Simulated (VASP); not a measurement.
Output of a VASP run:

**OUTCAR**
```
 ion  position               nearest neighbor table
   1  0.500  0.000  0.000-  29 1.55  44 1.55  60 1.55   2 1.59
   2  0.628  0.132  0.126-   3 1.50  17 1.56   5 1.57   1 1.59
   3  0.750  0.244  0.997-   2 1.50  25 1.51  46 1.56   4 1.61
   4  0.875  0.378  0.129-  18 1.53  30 1.54  26 1.55   3 1.61
   5  0.748  0.994  0.247-  14 1.52  35 1.53   2 1.57   6 1.60
   6  0.881  0.121  0.374-  36 1.51  30 1.54  22 1.59   5 1.60
   7  0.000  0.000  0.000-   8 1.55  14 1.55  25 1.55  62 1.55
   8  0.125  0.125  0.125-   7 1.55   9 1.55  15 1.55  30 1.55
   9  0.250  0.250  0.000-   8 1.55  44 1.55  56 1.55  10 1.57
  10  0.379  0.377  0.125-  17 1.51  11 1.51  32 1.52   9 1.57
  11  0.496  0.500  0.998-  10 1.51  58 1.52  46 1.56  12 1.58
  12  0.625  0.623  0.130-  34 1.49  18 1.51  13 1.58  11 1.58
  13  0.750  0.750  0.000-  14 1.55  48 1.55  60 1.55  12 1.58
  14  0.875  0.875  0.125-   5 1.52   7 1.55  13 1.55  49 1.55
  15  0.250  0.000  0.250-   8 1.55  29 1.55  50 1.55  16 1.58
  16  0.378  0.124  0.381-  20 1.53  17 1.57  38 1.58  15 1.58
  17  0.496  0.253  0.249-  10 1.51   2 1.56  16 1.57
  18  0.749  0.502  0.250-  19 1.49  12 1.51   4 1.53
  19  0.874  0.618  0.369-  18 1.49  51 1.55  49 1.56  41 1.57
  20  0.503  0.000  0.503-  16 1.53  21 1.54  35 1.55  54 1.55
  21  0.631  0.128  0.619-  22 1.49  20 1.54  24 1.56  45 1.58
  22  0.747  0.251  0.496-  21 1.49   6 1.59  23 1.64
  23  0.882  0.381  0.630-  47 1.51  51 1.52  55 1.53  22 1.64
  24  0.750  0.000  0.750-  25 1.55  42 1.55  60 1.55  21 1.56
  25  0.875  0.125  0.875-   3 1.51   7 1.55  24 1.55  55 1.55
  26  0.000  0.500  0.000-  27 1.55  48 1.55  56 1.55   4 1.55
  27  0.125  0.625  0.125-  26 1.55  28 1.55  49 1.55  32 1.58
  28  0.250  0.750  0.000-  27 1.55  29 1.55  58 1.55  62 1.55
  29  0.375  0.875  0.125-   1 1.55  15 1.55  28 1.55  34 1.57
  30  0.000  0.250  0.250-   6 1.54   4 1.54   8 1.55  31 1.55
  31  0.125  0.375  0.375-  38 1.53  30 1.55  51 1.55  32 1.56
  32  0.255  0.497  0.250-  10 1.52  33 1.55  31 1.56  27 1.58
  33  0.379  0.628  0.370-  34 1.49  63 1.52  32 1.55  53 1.57
  34  0.502  0.744  0.248-  33 1.49  12 1.49  35 1.57  29 1.57
  35  0.625  0.875  0.375-  41 1.52   5 1.53  20 1.55  34 1.57
  36  0.000  0.000  0.500-   6 1.51  37 1.55  42 1.55  50 1.55
  37  0.125  0.125  0.625-  38 1.52  36 1.55  43 1.55  55 1.55
  38  0.244  0.251  0.502-  37 1.52  31 1.53  16 1.58  39 1.59
  39  0.380  0.381  0.620-  63 1.50  45 1.55  57 1.56  38 1.59
  40  0.621  0.626  0.620-  63 1.54  59 1.55  47 1.58  41 1.60
  41  0.754  0.755  0.493-  35 1.52  42 1.54  19 1.57  40 1.60
  42  0.875  0.875  0.625-  41 1.54  36 1.55  24 1.55  61 1.55
  43  0.250  0.000  0.750-  37 1.55  44 1.55  54 1.55  62 1.55
  44  0.375  0.125  0.875-   1 1.55   9 1.55  43 1.55  45 1.60
  45  0.503  0.255  0.745-  46 1.53  39 1.55  21 1.58  44 1.60
  46  0.625  0.375  0.875-  47 1.51  45 1.53  11 1.56   3 1.56
  47  0.745  0.493  0.747-  23 1.51  46 1.51  40 1.58  48 1.61
  48  0.875  0.625  0.875-  13 1.55  26 1.55  61 1.55  47 1.61
  49  0.000  0.750  0.250-  14 1.55  27 1.55  50 1.55  19 1.56
  50  0.125  0.875  0.375-  15 1.55  36 1.55  49 1.55  53 1.55
  51  0.000  0.500  0.500-  23 1.52  31 1.55  52 1.55  19 1.55
  52  0.125  0.625  0.625-  51 1.55  53 1.55  57 1.55  61 1.55
  53  0.250  0.750  0.500-  50 1.55  52 1.55  54 1.55  33 1.57
  54  0.375  0.875  0.625-  43 1.55  53 1.55  59 1.55  20 1.55
  55  0.000  0.250  0.750-  23 1.53  25 1.55  37 1.55  56 1.55
  56  0.125  0.375  0.875-   9 1.55  26 1.55  55 1.55  57 1.55
  57  0.250  0.500  0.750-  52 1.55  56 1.55  58 1.55  39 1.56
  58  0.375  0.625  0.875-  11 1.52  28 1.55  57 1.55  59 1.55
  59  0.500  0.750  0.750-  40 1.55  54 1.55  58 1.55  60 1.55
  60  0.625  0.875  0.875-   1 1.55  13 1.55  24 1.55  59 1.55
  61  0.000  0.750  0.750-  42 1.55  48 1.55  52 1.55  62 1.55
  62  0.125  0.875  0.875-   7 1.55  28 1.55  43 1.55  61 1.55
  63  0.496  0.502  0.495-  39 1.50  33 1.52  40 1.54
 Subroutine IBZKPT returns following result:
 Found      1 irreducible k-points:

 Following reciprocal coordinates:
            Coordinates               Weight
  0.000000  0.000000  0.000000      1.000000
   k-points           NKPTS =      1   k-points in BZ     NKDIM =      1   number of bands    NBANDS=    160
   number of dos      NEDOS =    301   number of ions     NIONS =     63
   total plane-waves  NPLWV =  46656
   dimension x,y,z NGX =    36 NGY =   36 NGZ =   36
   dimension x,y,z NGXF=    72 NGYF=   72 NGZF=   72
   ions per type =              62   1
   PREC   = normal    normal or accurate (medium, high low for compatibility)
   ISTART =      0    job   : 0-new  1-cont  2-samecut
   ICHARG =      2    charge: 1-file 2-atom 10-const
   ISPIN  =      2    spin polarized calculation?
...
```

**OSZICAR**
```
...
RMM:   7    -0.536769515800E+03   -0.46784E-05   -0.33057E-05   450   0.144E-02
   8 F= -.53676952E+03 E0= -.53676951E+03  d E =-.146046E-01  mag=     3.0000
       N       E                     dE             d eps       ncg     rms          rms(c)
DAV:   1    -0.536771995942E+03   -0.24848E-02   -0.54938E-01   712   0.205E+00    0.160E-01
RMM:   2    -0.536772647073E+03   -0.65113E-03   -0.92641E-03   640   0.275E-01    0.872E-02
RMM:   3    -0.536772680135E+03   -0.33063E-04   -0.14544E-03   645   0.103E-01    0.463E-02
RMM:   4    -0.536772699754E+03   -0.19618E-04   -0.31106E-04   646   0.435E-02    0.273E-02
RMM:   5    -0.536772706964E+03   -0.72106E-05   -0.64129E-05   521   0.186E-02
   9 F= -.53677271E+03 E0= -.53677270E+03  d E =-.177958E-01  mag=     3.0000
       N       E                     dE             d eps       ncg     rms          rms(c)
DAV:   1    -0.536774307630E+03   -0.16079E-02   -0.81308E-01   704   0.255E+00    0.193E-01
RMM:   2    -0.536775280184E+03   -0.97255E-03   -0.14231E-02   640   0.343E-01    0.107E-01
RMM:   3    -0.536775312094E+03   -0.31909E-04   -0.24011E-03   650   0.128E-01    0.485E-02
RMM:   4    -0.536775344120E+03   -0.32027E-04   -0.44055E-04   650   0.529E-02    0.275E-02
RMM:   5    -0.536775352862E+03   -0.87420E-05   -0.86400E-05   590   0.229E-02
  10 F= -.53677535E+03 E0= -.53677535E+03  d E =-.264590E-02  mag=     3.0000
       N       E                     dE             d eps       ncg     rms          rms(c)
DAV:   1    -0.536775637834E+03   -0.29371E-03   -0.54935E-02   688   0.663E-01    0.487E-02
RMM:   2    -0.536775700981E+03   -0.63147E-04   -0.92603E-04   640   0.875E-02    0.264E-02
RMM:   3    -0.536775701355E+03   -0.37393E-06   -0.14818E-04   649   0.323E-02    0.119E-02
RMM:   4    -0.536775703019E+03   -0.16641E-05   -0.26824E-05   408   0.130E-02
  11 F= -.53677570E+03 E0= -.53677570E+03  d E =-.299606E-02  mag=     3.0000
       N       E                     dE             d eps       ncg     rms          rms(c)
DAV:   1    -0.536776292886E+03   -0.59153E-03   -0.15260E-01   672   0.111E+00    0.821E-02
RMM:   2    -0.536776445527E+03   -0.15264E-03   -0.24325E-03   640   0.140E-01    0.457E-02
RMM:   3    -0.536776453941E+03   -0.84134E-05   -0.46881E-04   651   0.547E-02    0.197E-02
RMM:   4    -0.536776460557E+03   -0.66163E-05   -0.81400E-05   620   0.225E-02
  12 F= -.53677646E+03 E0= -.53677646E+03  d E =-.757538E-03  mag=     3.0000
       N       E                     dE             d eps       ncg     rms          rms(c)
DAV:   1    -0.536776463542E+03   -0.96013E-05   -0.73720E-04   752   0.778E-02    0.723E-03
RMM:   2    -0.536776464144E+03   -0.60171E-06   -0.10788E-05   375   0.929E-03    0.384E-03
RMM:   3    -0.536776464126E+03    0.17542E-07   -0.12167E-06   354   0.317E-03    0.211E-03
RMM:   4    -0.536776464090E+03    0.35972E-07   -0.10233E-07   122   0.137E-03
  13 F= -.53677646E+03 E0= -.53677646E+03  d E =-.761071E-03  mag=     3.0000
       N       E                     dE             d eps       ncg     rms          rms(c)
DAV:   1    -0.536776634613E+03   -0.17049E-03   -0.55213E-02   672   0.666E-01    0.490E-02
RMM:   2    -0.536776689999E+03   -0.55386E-04   -0.86054E-04   641   0.835E-02    0.281E-02
RMM:   3    -0.536776692738E+03   -0.27389E-05   -0.16795E-04   650   0.328E-02    0.131E-02
RMM:   4    -0.536776695458E+03   -0.27201E-05   -0.29632E-05   428   0.138E-02
  14 F= -.53677670E+03 E0= -.53677669E+03  d E =-.231368E-03  mag=     3.0000
```

OUTCAR:
```
------------------------ aborting loop because EDIFF is reached ----------------------------------------
  FORCE on cell =-STRESS in cart. coord.  units (eV):
  Direction    XX          YY          ZZ          XY          YZ          ZX
  --------------------------------------------------------------------------------------
  Total       26.6356858     26.6461621     26.7911623     -4.5873825      4.5705729     -4.5920583
  in kB      116.9187641    116.9647502    117.6012361    -20.1365601     20.0627738    -20.1570850
  external PRESSURE =     117.1615835 kB  Pullay stress =       0.0000000 kB
  volume of cell :      365.00
      direct lattice vectors                 reciprocal lattice vectors
     7.146555159  0.000000000  0.000000000     0.139927556  0.000000000  0.000000000
     0.000000000  7.146555159  0.000000000     0.000000000  0.139927556  0.000000000
     0.000000000  0.000000000  7.146555159     0.000000000  0.000000000  0.139927556
 POSITION                                       TOTAL-FORCE (eV/Angst)
 -----------------------------------------------------------------------------------
      3.57745      7.13600      7.13076         0.009095      0.004631     -0.002139
      4.45736      0.89478      0.88947        -0.007044     -0.003522      0.003432
      5.35952      1.79009      7.13995         0.003335      0.009955     -0.007329
      6.25505      2.69255      0.88961        -0.004940      0.003035     -0.003571
      5.35925      7.14504      1.78507         0.003912     -0.006885      0.004939
      6.25499      0.89474      2.68735        -0.000234     -0.001356     -0.003902
      7.14478      0.00493      0.00008         0.001378      0.004781      0.004969
      0.89486      0.89418      0.88908        -0.002355     -0.004781      0.002854
      1.78764      1.78959      7.13100        -0.002138      0.003562     -0.000095
      2.70293      2.67127      0.90481         0.008416     -0.011583      0.013081
      3.58408      3.56577      0.00685         0.006008     -0.001928      0.000549
      4.47891      4.44668      0.90502        -0.010757      0.001332      0.006952
      5.36000      5.36218      7.13098         0.012356     -0.002000      0.000776
      6.25572      6.25474      0.88900        -0.008952      0.002221      0.003509
      1.78705      7.13595      1.78471         0.005203      0.005301     -0.010114
      2.70295      0.91055      2.66562         0.006302     -0.002252      0.004424
      3.51689      1.70789      1.70250         0.002521      0.011326      0.001049
      5.44158      3.63274      1.70272         0.003976     -0.008787      0.005566
      6.23935      4.44647      2.66585        -0.010531      0.003035      0.000745
      3.58411      0.01258      3.56032         0.006718     -0.002557      0.000975
      4.47924      0.91027      4.44156        -0.010027     -0.000508     -0.004696
      5.44202      1.70792      3.62754        -0.000557      0.006385     -0.000297
      6.23991      2.67082      4.44170        -0.012193     -0.000573     -0.006872
      5.36036      7.13553      5.35742         0.003254      0.008630     -0.005339
      6.25610      0.89369      6.24998        -0.011492      0.002736     -0.002464
      0.01366      3.57221      7.13072         0.005260     -0.001847     -0.000058
      0.90320      4.46660      0.89922        -0.001870     -0.005603      0.001386
      1.79298      5.35671      7.14292         0.011177     -0.001534      0.000963
      2.68319      6.24689      0.89909        -0.003180     -0.010920      0.000742
      0.00464      1.79040      1.78518         0.008020      0.007700      0.003241
      0.89695      2.68141      2.67596         0.004050     -0.009773      0.002936
      1.80814      3.57307      1.80225         0.004458      0.005213      0.001609
      2.67262      4.47730      2.69959        -0.001131     -0.004536      0.011661
      3.57646      5.34160      1.80226         0.009377     -0.002065     -0.001640
      4.46855      6.25267      2.67592        -0.006486      0.001127      0.001284
      0.01375      7.13616      3.56706         0.000302     -0.002187      0.005814
      0.90370      0.90440      4.46105        -0.003731     -0.000773      0.002245
      1.80870      1.80761      3.56742        -0.004085      0.012575      0.005095
      2.67352      2.70595      4.47124        -0.003164     -0.009891     -0.000802
      4.44414      4.47639      4.47117        -0.002960      0.001901      0.005382
      5.34202      5.34119      3.56755         0.005719     -0.000423     -0.001636
      6.24573      6.24636      4.46094        -0.008033     -0.001044      0.008240
      1.79342      0.00126      5.35154         0.003203      0.006949     -0.004947
      2.68393      0.90439      6.24143        -0.005203     -0.000893     -0.010178
      3.57727      1.80752      5.33598        -0.002014      0.008498      0.002695
      4.46901      2.68104      6.24737        -0.014149     -0.002649      0.005514
      5.34218      3.57249      5.33604         0.005779      0.007521     -0.002397
      6.24561      4.46595      6.24128        -0.009185      0.004060     -0.003212
      0.01353      5.36239      1.78460         0.004134     -0.003443     -0.001685
      0.89869      6.25085      2.67754         0.000876      0.001207     -0.004694
      7.13752      3.56580      3.56060         0.004289     -0.000793     -0.001601
      0.89909      4.47808      4.47270        -0.006629     -0.009506     -0.003434
      1.77870      5.37130      3.57935         0.004792     -0.003590     -0.004616
      2.67225      6.25108      4.47257         0.003890      0.001039     -0.007047
      0.01411      1.78941      5.35754        -0.000246      0.000307     -0.007760
      0.89917      2.68240      6.24569        -0.003747     -0.002753      0.002169
...
```
(Selected blocks of OUTCAR.)

POSCAR:
```
C62N
1
    7.1465551589     0.0000000000     0.0000000000
    0.0000000000     7.1465551589    -0.0000000000
   -0.0000000000    -0.0000000000     7.1465551589
C N
62 1
Direct
  0.5000000000   0.0000000000   0.0000000000
  0.6281320000   0.1317000000   0.1255400000
  0.7500160000   0.2440010000  -0.0032460000
  0.8749980000   0.3775120000   0.1292580000
  0.7483310000  -0.0060840000   0.2470300000
  0.8807410000   0.1209820000   0.3743290000
  0.0000000000   0.0000000000   0.0000000000
  0.1250000000   0.1250000000   0.1250000000
  0.2500000000   0.2500000000   0.0000000000
  0.3785100000   0.3773690000   0.1245480000
  0.4958630000   0.4998710000  -0.0017890000
  0.6246830000   0.6231200000   0.1297370000
  0.7500000000   0.7500000000   0.0000000000
  0.8750000000   0.8750000000   0.1250000000
  0.2500000000   0.0000000000   0.2500000000
  0.3780740000   0.1237800000   0.3806970000
  0.4955210000   0.2533800000   0.2489120000
  0.7489690000   0.5018840000   0.2503210000
  0.8738070000   0.6180110000   0.3692850000
  0.5029350000   0.0003410000   0.5027500000
  0.6313840000   0.1275640000   0.6187360000
  0.7473210000   0.2512980000   0.4962870000
  0.8815180000   0.3812380000   0.6298840000
  0.7500000000   0.0000000000   0.7500000000
  0.8750000000   0.1250000000   0.8750000000
  0.0000000000   0.5000000000   0.0000000000
  0.1250000000   0.6250000000   0.1250000000
  0.2500000000   0.7500000000   0.0000000000
  0.3750000000   0.8750000000   0.1250000000
  0.0000000000   0.2500000000   0.2500000000
  0.1250000000   0.3750000000   0.3750000000
  0.2552660000   0.4968680000   0.2496600000
  0.3791600000   0.6280450000   0.3700540000
  0.5022250000   0.7439620000   0.2479970000
  0.6250000000   0.8750000000   0.3750000000
  0.0000000000   0.0000000000   0.5000000000
  0.1250000000   0.1250000000   0.6250000000
  0.2437690000   0.2505810000   0.5015110000
  0.3796040000   0.3811930000   0.6197880000
  0.6211320000   0.6260490000   0.6203680000
  0.7539560000   0.7550040000   0.4934630000
  0.8750000000   0.8750000000   0.6250000000
  0.2500000000   0.0000000000   0.7500000000
  0.3750000000   0.1250000000   0.8750000000
  0.5030730000   0.2548410000   0.7453500000
  0.6250000000   0.3750000000   0.8750000000
  0.7453000000   0.4934890000   0.7469380000
  0.8750000000   0.6250000000   0.8750000000
  0.0000000000   0.7500000000   0.2500000000
  0.1250000000   0.8750000000   0.3750000000
  0.0000000000   0.5000000000   0.5000000000
  0.1250000000   0.6250000000   0.6250000000
  0.2500000000   0.7500000000   0.5000000000
  0.3750000000   0.8750000000   0.6250000000
  0.0000000000   0.2500000000   0.7500000000
  0.1250000000   0.3750000000   0.8750000000
  0.2500000000   0.5000000000   0.7500000000
  0.3750000000   0.6250000000   0.8750000000
  0.5000000000   0.7500000000   0.7500000000
  0.6250000000   0.8750000000   0.8750000000
  0.0000000000   0.7500000000   0.7500000000
  0.1250000000   0.8750000000   0.8750000000
  0.4962210000   0.5022310000   0.4948480000
```

Q: Write an INCAR and KPOINTS that could have produced this output.

A: Several could match; the one computed here: the input of the run itself, PBE GGA, plane waves, VASP's PBE PAW potentials (set 64).

**INCAR**
```
SYSTEM=C62N
PREC=Normal; ENCUT=400; LREAL=Auto
LASPH=T; ISYM=0; NELECT=255.0
EDIFF=1E-5; NELM=100; NELMIN=4
ALGO=Fast
ISMEAR=0; SIGMA=0.05
GGA=PE
ISPIN=2; MAGMOM=63*0.0476; NUPDOWN=3
IBRION=2; NSW=70; ISIF=2
EDIFFG=-0.03
LWAVE=T; LCHARG=F; LORBIT=10
```

File KPOINTS:
```
Automatic mesh
0
Gamma
1 1 1
0 0 0
```

POTCAR, in this order: C N (PBE.64 set). Program: vasp_gam.

At this cut-off the stress carries a Pulay error, which pulls relaxed volumes low. The cell is charged, with a uniform compensating background. The supercell is sampled at Γ alone, which is coarse: total energies, pressure and levels can be off, energies of defects by several tenths of an eV.

The cell is a supercell with a defect, built from C (diamond): N_C-vac_C, charge -2.
